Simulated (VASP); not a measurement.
Input:

```
Ba
1.0
   -2.51000     2.51000     2.51000
    2.51000    -2.51000     2.51000
    2.51000     2.51000    -2.51000
Ba
1
Direct
  0.00000   0.00000   0.00000
```

Computed with r2SCAN meta-GGA, VASP's PBE PAW potentials (set 64) (plane waves; VASP 6.6.1). Numerical set-up: 400 eV cut-off, 9×9×9 Γ-centred mesh, first-order Methfessel-Paxton smearing of 0.10 eV, potentials Ba_sv.

Energy and stress use the plane-wave basis of the starting cell.

Q: The ions, cell shape and volume are relaxed. Which structure does the run end with?

A: 
```
Ba
1.0
   -2.53999     2.53999     2.53999
    2.53999    -2.53999     2.53999
    2.53999     2.53999    -2.53999
Ba
1
Cartesian
  2.53999  -2.53999   2.53999
```
Space group Im-3m (229), at a tolerance of 0.03 Å.

Q: How do energy and volume change from the first to the last step?

A: The energy (σ→0) changes by -2.2 meV/atom and the volume by +3.6 %, in 4 ionic steps.

The compound is Ba in the bcc structure. This run relaxes it. Symmetry was kept, so distortions that lower it aren't found.
